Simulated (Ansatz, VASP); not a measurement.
# Cross-check of Ga12Ge13O44 (amorphous 32Ga2O3-68GeO2 (mol %)) between VASP and Ansatz, part 2 of 3

One calculation is typed for both programs; each brings its own data sets. How far apart do they land? Of the first pair: The cell is taken from a series of runs on this material, whose earlier steps may have relaxed, scaled, displaced or heated it; both programs get it as it stands.

VASP 6.6.1 and Ansatz 0.2.0.

So far. Step 2 (VASP: single point, PBE, pair 1): The run ends at a pressure of -3.60 GPa, with forces up to 2.5 eV/Å.

### 5. Ansatz: relaxation, PBE

Level of this step: Ansatz beside VASP: Kohn-Sham DFT, plane waves, PBE (Ansatz).

The two programs are compared at the cell with which this relaxation starts, whose forces are those of its first step. The cell compared in this pair holds 783.17 Å³, against 826.15 Å³ for the pair before.

The structure compared here is the start of the Ansatz relaxation; VASP solves that cell, so the two are compared at the walk's first step.

File input.yaml:

```yaml
crystal:
  lattice:
    - [9.2761, -0.19056, -0.18503]
    - [-0.18865, 8.96412, 0.29713]
    - [-0.18318, 0.29713, 9.43585]
  atoms:
    - { symbol: Ga, position: [0.31289, 0.14964, 0.87186] }
    - { symbol: Ga, position: [0.95884, 0.26179, 0.86176] }
    - { symbol: Ga, position: [0.81347, 0.77944, 0.52425] }
    - { symbol: Ga, position: [0.49814, 0.60106, 0.61395] }
    - { symbol: Ga, position: [0.71128, 0.36148, 0.65909] }
    - { symbol: Ga, position: [0.28736, 0.54596, 0.27851] }
    - { symbol: Ga, position: [0.01259, 0.95125, 0.71459] }
    - { symbol: Ga, position: [0.59432, 0.3596, 0.34846] }
    - { symbol: Ga, position: [0.26563, 0.4775, 0.88913] }
    - { symbol: Ga, position: [0.55026, 0.06163, 0.18276] }
    - { symbol: Ga, position: [0.86051, 0.94808, 0.15391] }
    - { symbol: Ga, position: [0.34801, 0.83457, 0.84807] }
    - { symbol: Ge, position: [0.08167, 0.72926, 0.02879] }
    - { symbol: Ge, position: [0.61284, 0.69567, 0.29128] }
    - { symbol: Ge, position: [0.91738, 0.58406, 0.30838] }
    - { symbol: Ge, position: [0.02632, 0.58603, 0.68181] }
    - { symbol: Ge, position: [0.06577, 0.34158, 0.15463] }
    - { symbol: Ge, position: [0.26344, 0.81669, 0.50106] }
    - { symbol: Ge, position: [0.67163, 0.03686, 0.84777] }
    - { symbol: Ge, position: [0.60037, 0.3729, 0.9841] }
    - { symbol: Ge, position: [0.89124, 0.15438, 0.44092] }
    - { symbol: Ge, position: [0.74932, 0.67697, 0.86629] }
    - { symbol: Ge, position: [0.20062, 0.01712, 0.1876] }
    - { symbol: Ge, position: [0.20142, 0.31629, 0.54398] }
    - { symbol: Ge, position: [0.47161, 0.10202, 0.56189] }
    - { symbol: O, position: [0.91024, 0.41084, 0.7195] }
    - { symbol: O, position: [0.88749, 0.97024, 0.54646] }
    - { symbol: O, position: [0.66838, 0.55702, 0.72987] }
    - { symbol: O, position: [0.0536, 0.18445, 0.54946] }
    - { symbol: O, position: [0.26979, 0.36224, 0.38031] }
    - { symbol: O, position: [0.50278, 0.15118, 0.38039] }
    - { symbol: O, position: [0.89345, 0.73606, 0.72493] }
    - { symbol: O, position: [0.82064, 0.09232, 0.28005] }
    - { symbol: O, position: [0.92238, 0.33799, 0.03172] }
    - { symbol: O, position: [0.19807, 0.92562, 0.35684] }
    - { symbol: O, position: [0.12606, 0.78089, 0.62263] }
    - { symbol: O, position: [0.88657, 0.06756, 0.82259] }
    - { symbol: O, position: [0.52562, 0.85708, 0.22744] }
    - { symbol: O, position: [0.82393, 0.78216, 0.2892] }
    - { symbol: O, position: [0.0984, 0.59683, 0.87256] }
    - { symbol: O, position: [0.0848, 0.65442, 0.22044] }
    - { symbol: O, position: [0.88693, 0.72959, 0.00544] }
    - { symbol: O, position: [0.27113, 0.76663, 0.02829] }
    - { symbol: O, position: [0.40434, 0.91318, 0.59284] }
    - { symbol: O, position: [0.42384, 0.34923, 0.90336] }
    - { symbol: O, position: [0.6908, 0.26521, 0.86101] }
    - { symbol: O, position: [0.93372, 0.61641, 0.49611] }
    - { symbol: O, position: [0.65488, 0.83897, 0.81455] }
    - { symbol: O, position: [0.65654, 0.55965, 0.00394] }
    - { symbol: O, position: [0.59677, 0.27516, 0.15562] }
    - { symbol: O, position: [0.16056, 0.27623, 0.88225] }
    - { symbol: O, position: [0.224, 0.45103, 0.1041] }
    - { symbol: O, position: [0.33797, 0.65223, 0.45557] }
    - { symbol: O, position: [0.18835, 0.97302, 0.81531] }
    - { symbol: O, position: [0.6239, 0.72708, 0.48473] }
    - { symbol: O, position: [0.05088, 0.93076, 0.08904] }
    - { symbol: O, position: [0.98382, 0.39761, 0.31069] }
    - { symbol: O, position: [0.38379, 0.64705, 0.77709] }
    - { symbol: O, position: [0.63748, 0.11071, 0.65803] }
    - { symbol: O, position: [0.73005, 0.52893, 0.29049] }
    - { symbol: O, position: [0.18161, 0.47242, 0.64797] }
    - { symbol: O, position: [0.46415, 0.01582, 0.86584] }
    - { symbol: O, position: [0.10072, 0.16493, 0.23432] }
    - { symbol: O, position: [0.35233, 0.08488, 0.09973] }
    - { symbol: O, position: [0.48222, 0.54498, 0.25273] }
    - { symbol: O, position: [0.70044, 0.01376, 0.04404] }
    - { symbol: O, position: [0.33333, 0.20215, 0.64293] }
    - { symbol: O, position: [0.76914, 0.29099, 0.47734] }
    - { symbol: O, position: [0.54241, 0.41195, 0.54084] }
kpoints:
  mp_grid: { grid: [1, 1, 1] }
hamiltonian:
  xc: pbe
  pseudopotentials: { kind: paw, azcp: { folder: soft_1 } }
scf:
  occupations: { method: fixed }
output:
  forces: true
  eigenvalues: true
  stress: true
relax:
  f_tol: 0.05
  max_steps: 70
```

Run with:

```sh
$ ansatz run input.yaml --threads 4 --pin off --max-ram 8192MiB --backend cpu --events-out ev --progress --plain --runs-dir out
```

Numbers of over 12 decimals in the logs are rounded to 6 here.

Log:

```text
Warning: output.stress: scf.convergence.dr2_threshold = 1e-7 eV (the SCF's general default) is looser than the 6.9e-9 eV advised for a printed stress (1e-10 eV for each atom of the cell: 69). What an SCF threshold leaves in a stress goes as its square root, and in the free energy as the threshold itself, and one threshold admits the most on a small cell: [figures from the program's tests cut] Every solve of this run  [...]
[...]
Crystal: 69 atoms, lattice volume = 783.169 Å³
[...]
- { symbol: O, position: [0.886727, 0.970096, 0.546636] }
    - { symbol: O, position: [0.667249, 0.555460, 0.730458] }
    - { symbol: O, position: [0.053320, 0.184406, 0.549054] }
    - { symbol: O, position: [0.270926, 0.362008, 0.379610] }
    - { symbol: O, position: [0.501770, 0.150799, 0.379848] }
    - { symbol: O, position: [0.892565, 0.735650, 0.724815] }
    - { symbol: O, position: [0.816551, 0.089653, 0.280914] }
[...]
- { symbol: O, position: [0.701163, 0.013661, 0.043747] }
    - { symbol: O, position: [0.333326, 0.201154, 0.643264] }
    - { symbol: O, position: [0.768318, 0.291909, 0.475608] }
    - { symbol: O, position: [0.540057, 0.411853, 0.540201] }
```

### 6. VASP: single point, PBE, start cell, pair 2

The same cell, functional and mesh now go to VASP, with its own data sets.

File INCAR:

```
SYSTEM = Ga12Ge13O44
PREC = Accurate
ENCUT = 520
EDIFF = 1E-06
NELM = 120
ISMEAR = 0
SIGMA = 0.01
LREAL = Auto
ALGO = Normal
GGA = PE
NBANDS = 352
LORBIT = 11
LWAVE = .FALSE.
LCHARG = .FALSE.
ISIF = 2
LASPH = .TRUE.
GGA_COMPAT = .FALSE.
EFERMI = MIDGAP
NCORE = 2
```

File POSCAR:

```
Ga12Ge13O44
1.0
    9.2761000000     -0.1905600000     -0.1850300000
   -0.1886500000      8.9641200000      0.2971300000
   -0.1831800000      0.2971300000      9.4358500000
Ga Ge O
12 13 44
Direct
    0.3128940299      0.1496376166      0.8718592344
    0.9588452749      0.2617951485      0.8617589246
    0.8134746356      0.7794346765      0.5242478194
    0.4981354870      0.6010629710      0.6139538217
    0.7112822131      0.3614750372      0.6590930833
    0.2873633706      0.5459551133      0.2785070981
    0.0125862512      0.9512446993      0.7145922727
    0.5943197965      0.3596020126      0.3484602284
    0.2656342633      0.4774961591      0.8891273043
    0.5502640694      0.0616295418      0.1827607873
    0.8605071387      0.9480847636      0.1539146140
    0.3480116822      0.8345751190      0.8480651236
    0.0816667280      0.7292638981      0.0287864488
    0.6128431575      0.6956661490      0.2912817697
    0.9173759992      0.5840603514      0.3083771180
    0.0263201097      0.5860284981      0.6818085665
    0.0657673861      0.3415825688      0.1546309565
    0.2634352940      0.8166916280      0.5010550029
    0.6716343472      0.0368568286      0.8477690122
    0.6003723567      0.3728979910      0.9840965803
    0.8912357558      0.1543848162      0.4409176695
    0.7493233932      0.6769755250      0.8662915974
    0.2006224757      0.0171227111      0.1875966135
    0.2014223315      0.3162888269      0.5439775192
    0.4716070023      0.1020193657      0.5618940985
    0.9102425750      0.4108347670      0.7194954190
    0.8874889833      0.9702402384      0.5464610612
    0.6683821768      0.5570206584      0.7298720524
    0.0536051630      0.1844524910      0.5494589459
    0.2697904776      0.3622451047      0.3803139563
    0.5027759303      0.1511786448      0.3803906293
    0.8934520509      0.7360631559      0.7249276946
    0.8206375306      0.0923202031      0.2800501768
    0.9223781700      0.3379854643      0.0317239053
    0.1980666107      0.9256251372      0.3568430261
    0.1260624645      0.7808933640      0.6226252529
    0.8865717386      0.0675613374      0.8225933931
    0.5256250982      0.8570817670      0.2274402101
    0.8239271001      0.7821601615      0.2892000172
    0.0983957282      0.5968333521      0.8725625214
    0.0848024302      0.6544156520      0.2204406038
    0.8869279993      0.7295860339      0.0054395088
    0.2711276893      0.7666295287      0.0282940196
    0.4043368822      0.9131848889      0.5928432338
    0.4238375725      0.3492313321      0.9033585274
    0.6908023340      0.2652138537      0.8610052262
    0.9337182646      0.6164152728      0.4961090332
    0.6548853641      0.8389743965      0.8145518397
    0.6565366172      0.5596465114      0.0039414788
    0.5967717962      0.2751617429      0.1556152203
    0.1605545779      0.2762294377      0.8822449870
    0.2240008663      0.4510264909      0.1040959086
    0.3379647460      0.6522266053      0.4555750172
    0.1883450984      0.9730166670      0.8153093840
    0.6238997435      0.7270834949      0.4847260025
    0.0508832316      0.9307595347      0.0890389677
    0.9838209524      0.3976143310      0.3106867155
    0.3837943090      0.6470504071      0.7770953728
    0.6374795350      0.1107145101      0.6580282896
    0.7300476336      0.5289314073      0.2904899214
    0.1816084180      0.4724252343      0.6479682589
    0.4641486412      0.0158163536      0.8658448269
    0.1007252609      0.1649319725      0.2343223936
    0.3523336839      0.0848836112      0.0997335517
    0.4822183560      0.5449836417      0.2527269799
    0.7004412641      0.0137650780      0.0440355272
    0.3333305664      0.2021486806      0.6429321913
    0.7691416154      0.2909860842      0.4773447626
    0.5424138198      0.4119493457      0.5408373724
```

File KPOINTS:

```
Automatic mesh
0
Gamma
1 1 1
0 0 0
```

Potentials, in the order of the species: Ga_d, Ge_d and O (PBE family, release 64).

Run with:

```sh
$ mpirun -np 8 vasp_gam
```

Log:

```text
[... set-up lines as in an earlier step ...]
 entering main loop
       N       E                     dE             d eps       ncg     rms          rms(c)
DAV:   1     0.191376270552E+05    0.19138E+05   -0.19292E+05   808   0.454E+03
DAV:   2     0.467350517547E+04   -0.14464E+05   -0.13410E+05   704   0.127E+03
DAV:   3     0.295725823024E+03   -0.43778E+04   -0.41218E+04   864   0.425E+02
DAV:   4    -0.413427272520E+03   -0.70915E+03   -0.68635E+03   824   0.185E+02
[...]
DAV:  16    -0.419342557408E+03   -0.32753E-04   -0.36797E-04  1104   0.589E-02    0.161E-02
DAV:  17    -0.419342560280E+03   -0.28720E-05   -0.41259E-05   920   0.263E-02    0.538E-03
DAV:  18    -0.419342561232E+03   -0.95274E-06   -0.96287E-06   768   0.163E-02
   1 F= -.41934256E+03 E0= -.41934256E+03  d E =0.000000E+00
```

From OUTCAR (step 6):

```text
 POSITION                                       TOTAL-FORCE (eV/Angst)
 -----------------------------------------------------------------------------------
      2.71450      1.54080      8.21330         0.030426      0.006451      0.001564
      8.68710      2.42010      8.03180        -0.206872     -0.004215      0.027296
      7.30280      6.98770      5.02780         0.099142      0.127596      0.033453
      4.39490      5.47550      5.87960        -0.125504      0.014042     -0.040060
      6.40900      3.30060      6.19490        -0.034282     -0.063028     -0.001059
      2.51160      4.92200      2.73700        -0.238925      0.059711      0.031678
     -0.19360      8.73700      7.02310        -0.066540     -0.030507     -0.059974
      5.38130      3.21380      3.28490        -0.039153     -0.071547     -0.033708
      2.21110      4.49390      8.48240         0.052140      0.065896     -0.002118
      5.05920      0.50190      1.64100         0.113076      0.011180      0.105045
      7.77510      8.38050      1.57480        -0.042232      0.007475      0.087503
      2.91540      7.66690      8.18580         0.106429     -0.116890     -0.071761
      0.61470      6.53020      0.47320        -0.052255     -0.073759     -0.002018
      5.50020      6.20580      2.84180        -0.033047      0.156125     -0.020129
[...]
-----------------------------------------------------------------------------------
    total drift:                               -0.002939     -0.008961      0.002869

  FREE ENERGIE OF THE ION-ELECTRON SYSTEM (eV)
  ---------------------------------------------------
  free  energy   TOTEN  =      -419.3425612323 eV

  energy  without entropy=     -419.3425612323  energy(sigma->0) =     -419.34256123

[... 1 part as in an earlier step ...]

[... 1 further part left out ...]
```

The run ends at a pressure of 1.94 GPa, with forces up to 0.30 eV/Å.

### 7. Comparison

Forces on 10 of the 69 atoms, those with the largest forces and the largest differences (eV/Å; atoms numbered as in POSCAR):

| atom | Ansatz x, y, z | VASP x, y, z |
| --- | --- | --- |
| Ga6 | -0.243, 0.036, 0.049 | -0.239, 0.060, 0.032 |
| Ge14 | 0.029, 0.137, 0.020 | -0.033, 0.156, -0.020 |
| Ge20 | 0.228, 0.020, 0.182 | 0.221, 0.030, 0.202 |
| Ge23 | -0.058, -0.109, 0.208 | -0.074, -0.083, 0.263 |
| O30 | 0.059, -0.001, -0.034 | 0.033, -0.036, 0.026 |
| O34 | -0.233, 0.008, -0.134 | -0.222, 0.029, -0.080 |
| O43 | 0.300, 0.051, -0.015 | 0.280, 0.040, 0.028 |
| O45 | -0.094, -0.050, -0.084 | -0.027, -0.045, -0.062 |
| O59 | 0.230, 0.031, 0.118 | 0.201, 0.036, 0.109 |
| O64 | 0.172, 0.075, -0.166 | 0.119, 0.067, -0.155 |

The forces differ by 24 meV/Å r.m.s., which is 29.7 % of the r.m.s. force of 0.080 eV/Å (both taken over all components).

### 8. Ansatz: relaxation, PBE

The two programs are compared at the cell with which this relaxation starts, whose forces are those of its first step. The cell compared in this pair holds 791.00 Å³, against 783.17 Å³ for the pair before.

The structure compared here is the start of the Ansatz relaxation; VASP solves that cell, so the two are compared at the walk's first step.

input.yaml, as its differences from that of step 5:

```diff
@@ -2,5 +2,5 @@
   lattice:
-    - [9.2761, -0.19056, -0.18503]
-    - [-0.18865, 8.96412, 0.29713]
-    - [-0.18318, 0.29713, 9.43585]
+    - [9.36789, -0.09686, -0.18503]
+    - [-0.10092, 8.96221, 0.29713]
+    - [-0.18206, 0.29528, 9.43585]
   atoms:
```

Run with:

```sh
$ ansatz run input.yaml --threads 4 --pin off --max-ram 8192MiB --backend cpu --events-out ev --progress --plain --runs-dir out
```

Log:

```text
[...]
Crystal: 69 atoms, lattice volume = 791.000 Å³
Basis set: ecut = 420 eV, 15453 PW (Γ), exchange–correlation on 128×120×128 points (8 copies of the dense FFT grid, shifted against one another)
Bands: 370, of which v1, the nominal top of the filled ones, is band 301 counted from 1 (300 counted from 0)
Symmetry: 1 space group operations
[...]
k-points: 1
[...]
- { symbol: O, position: [0.887622, 0.970461, 0.546444] }
    - { symbol: O, position: [0.668938, 0.557691, 0.730244] }
    - { symbol: O, position: [0.055694, 0.182467, 0.547796] }
    - { symbol: O, position: [0.268857, 0.362230, 0.379645] }
    - { symbol: O, position: [0.505202, 0.151521, 0.380353] }
    - { symbol: O, position: [0.892611, 0.734881, 0.725724] }
    - { symbol: O, position: [0.822302, 0.093808, 0.279392] }
[...]
- { symbol: O, position: [0.699326, 0.014281, 0.044372] }
    - { symbol: O, position: [0.334641, 0.202798, 0.642588] }
    - { symbol: O, position: [0.769726, 0.290961, 0.477829] }
    - { symbol: O, position: [0.542973, 0.413399, 0.541390] }
```

(Continued in part 3 of 3.)

[Lines on the potential files, build, host, timing and source positions are cut from VASP's logs without a mark.]

[Logs are printed without paths, hosts, clocks, repeated set-up lines and the standing remarks that a program may print on its own settings, such as how far it seeks lower states.]

[Hosts, paths, dates, database ids (printed as entryN), source tags and the programs' standing remarks are cut or masked in the printed files.]
